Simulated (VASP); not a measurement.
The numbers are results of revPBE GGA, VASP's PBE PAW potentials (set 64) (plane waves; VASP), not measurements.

VASP ran on this input.

INCAR:
```
ENCUT = 520   # plane-wave cut-off (eV)
ISIF = 3
PREC = Accurate
EDIFFG = -0.01
LREAL = .FALSE.   # projection in real space or not
LCHARG = .FALSE.
NSW = 60
LMAXMIX = 4   # l cut-off of mixed one-centre charges
NELM = 100   # most electronic steps
SYSTEM = V
LWAVE = .FALSE.
IBRION = 2
ISMEAR = 1
SIGMA = 0.1   # width (eV)
GGA = RE   # revPBE
EDIFF = 1E-6
LASPH = .TRUE.   # aspherical one-centre terms
ALGO = Normal   # blocked Davidson
```

KPOINTS:
```
Automatic mesh
0
Gamma
15 15 15
0 0 0
```

File POSCAR:
```
V
1
   -1.5150000000     1.5150000000     1.5150000000
    1.5150000000    -1.5150000000     1.5150000000
    1.5150000000     1.5150000000    -1.5150000000
V
1
Direct
  0.0000000000   0.0000000000   0.0000000000
```

POTCAR, in this order: V_sv (PBE.64 set). Program: vasp_std.

The resulting files:

File OUTCAR:
```
 ion  position               nearest neighbor table
   1  0.000  0.000  0.000-
  LATTYP: Found a body centered cubic cell.
 ALAT       =     3.0300000000
 Subroutine PRICEL returns:
 Original cell was already a primitive cell.
 Subroutine GETGRP returns: Found 48 space group operations
The static configuration has the point symmetry O_h .
The dynamic configuration has the point symmetry O_h .
 Subroutine INISYM returns: Found 48 space group operations
 Subroutine IBZKPT returns following result:
 Found    120 irreducible k-points:

 Following reciprocal coordinates:
            Coordinates               Weight
  0.000000  0.000000  0.000000      1.000000
  0.066667  0.000000  0.000000     12.000000
  0.133333  0.000000  0.000000     12.000000
  0.200000  0.000000  0.000000     12.000000
  0.266667  0.000000  0.000000     12.000000
  0.333333  0.000000  0.000000     12.000000
  0.400000  0.000000  0.000000     12.000000
  0.466667  0.000000  0.000000     12.000000
  0.066667  0.066667  0.000000     24.000000
  0.133333  0.066667  0.000000     48.000000
  0.200000  0.066667 -0.000000     48.000000
  0.266667  0.066667  0.000000     48.000000
  0.333333  0.066667  0.000000     48.000000
  0.400000  0.066667  0.000000     48.000000
  0.466667  0.066667  0.000000     24.000000
  0.133333  0.133333  0.000000     24.000000
  0.200000  0.133333  0.000000     48.000000
  0.266667  0.133333 -0.000000     48.000000
  0.333333  0.133333  0.000000     48.000000
  0.400000  0.133333  0.000000     48.000000
  0.200000  0.200000  0.000000     24.000000
  0.266667  0.200000 -0.000000     48.000000
  0.333333  0.200000  0.000000     48.000000
  0.400000  0.200000 -0.000000     24.000000
  0.266667  0.266667  0.000000     24.000000
...
```

### OSZICAR
```
       N       E                     dE             d eps       ncg     rms          rms(c)
DAV:   1     0.873848959568E+02    0.87385E+02   -0.74046E+03  2408   0.142E+03
DAV:   2    -0.851762541824E+01   -0.95903E+02   -0.94199E+02  2476   0.370E+02
DAV:   3    -0.100085692179E+02   -0.14909E+01   -0.14363E+01  2508   0.543E+01
DAV:   4    -0.100197786389E+02   -0.11209E-01   -0.11207E-01  2468   0.475E+00
DAV:   5    -0.100198933966E+02   -0.11476E-03   -0.11476E-03  2502   0.503E-01    0.173E+01
DAV:   6    -0.863244876852E+01    0.13874E+01   -0.58971E+00  2410   0.361E+01    0.141E+00
DAV:   7    -0.861828703273E+01    0.14162E-01   -0.20985E-02  2414   0.247E+00    0.884E-01
DAV:   8    -0.861117397594E+01    0.71131E-02   -0.63190E-03  2426   0.132E+00    0.550E-02
DAV:   9    -0.861121580569E+01   -0.41830E-04   -0.63969E-05  2432   0.133E-01    0.294E-02
DAV:  10    -0.861122008121E+01   -0.42755E-05   -0.10024E-05  2414   0.400E-02    0.181E-03
DAV:  11    -0.861122095629E+01   -0.87508E-06   -0.95176E-08  1214   0.509E-03
   1 F= -.86112210E+01 E0= -.86114261E+01  d E =-.861122E+01
       N       E                     dE             d eps       ncg     rms          rms(c)
DAV:   1    -0.889957629114E+01   -0.28836E+00   -0.58603E+00  2400   0.423E+01    0.593E+00
DAV:   2    -0.861441854650E+01    0.28516E+00   -0.12851E+00  2406   0.169E+01    0.131E+00
DAV:   3    -0.861164929878E+01    0.27692E-02   -0.48676E-03  2400   0.116E+00    0.715E-01
DAV:   4    -0.861049958617E+01    0.11497E-02   -0.30175E-03  2404   0.796E-01    0.418E-02
DAV:   5    -0.861050418944E+01   -0.46033E-05   -0.40199E-05  2434   0.919E-02    0.162E-02
DAV:   6    -0.861049807861E+01    0.61108E-05   -0.39807E-06  2326   0.283E-02    0.291E-03
DAV:   7    -0.861049865372E+01   -0.57511E-06   -0.64683E-08  1200   0.373E-03
   2 F= -.86104987E+01 E0= -.86108920E+01  d E =0.722303E-03
       N       E                     dE             d eps       ncg     rms          rms(c)
DAV:   1    -0.869546118560E+01   -0.84963E-01   -0.17272E+00  2400   0.234E+01    0.300E+00
DAV:   2    -0.861437995030E+01    0.81081E-01   -0.38485E-01  2404   0.891E+00    0.596E-01
DAV:   3    -0.861353704804E+01    0.84290E-03   -0.13299E-03  2400   0.579E-01    0.325E-01
DAV:   4    -0.861321216422E+01    0.32488E-03   -0.84327E-04  2404   0.424E-01    0.246E-02
DAV:   5    -0.861321873413E+01   -0.65699E-05   -0.14874E-05  2438   0.555E-02    0.808E-03
DAV:   6    -0.861321923282E+01   -0.49870E-06   -0.23719E-06  2142   0.216E-02
   3 F= -.86132192E+01 E0= -.86135253E+01  d E =-.199828E-02
```

File OUTCAR:
```
------------------------ aborting loop because EDIFF is reached ----------------------------------------
  FORCE on cell =-STRESS in cart. coord.  units (eV):
  Direction    XX          YY          ZZ          XY          YZ          ZX
  --------------------------------------------------------------------------------------
  Total       -0.0023110     -0.0023110     -0.0023110      0.0000000      0.0000000     -0.0000000
  in kB       -0.2705815     -0.2705815     -0.2705815      0.0000000      0.0000000     -0.0000000
  external PRESSURE =      -0.2705815 kB  Pullay stress =       0.0000000 kB
  volume of cell :       13.68
      direct lattice vectors                 reciprocal lattice vectors
    -1.506781984  1.506781984  1.506781984     0.000000000  0.331833009  0.331833009
     1.506781984 -1.506781984  1.506781984     0.331833009  0.000000000  0.331833009
     1.506781984  1.506781984 -1.506781984     0.331833009  0.331833009  0.000000000
 POSITION                                       TOTAL-FORCE (eV/Angst)
 -----------------------------------------------------------------------------------
     -0.00000      0.00000      0.00000         0.000000     -0.000000     -0.000000
 -----------------------------------------------------------------------------------
    total drift:                                0.000000     -0.000000     -0.000000
  FREE ENERGIE OF THE ION-ELECTRON SYSTEM (eV)
  ---------------------------------------------------
  free  energy   TOTEN  =        -8.6132192328 eV

  energy  without entropy=       -8.6141373358  energy(sigma->0) =       -8.61352527

 reached required accuracy - stopping structural energy minimisation
```
(Selected blocks of OUTCAR.)

File CONTCAR:
```
V
   1.00000000000000
    -1.5067819842505485    1.5067819842505485    1.5067819842505485
     1.5067819842505485   -1.5067819842505485    1.5067819842505485
     1.5067819842505485    1.5067819842505485   -1.5067819842505485
  V
     1
Direct
     0.0000000000000000    0.0000000000000000    0.0000000000000000
```

The compound is V in the bcc structure. This run relaxes it. Symmetry was kept, so distortions that lower it aren't found. The run is not spin-polarised, so no magnetic state was tried.
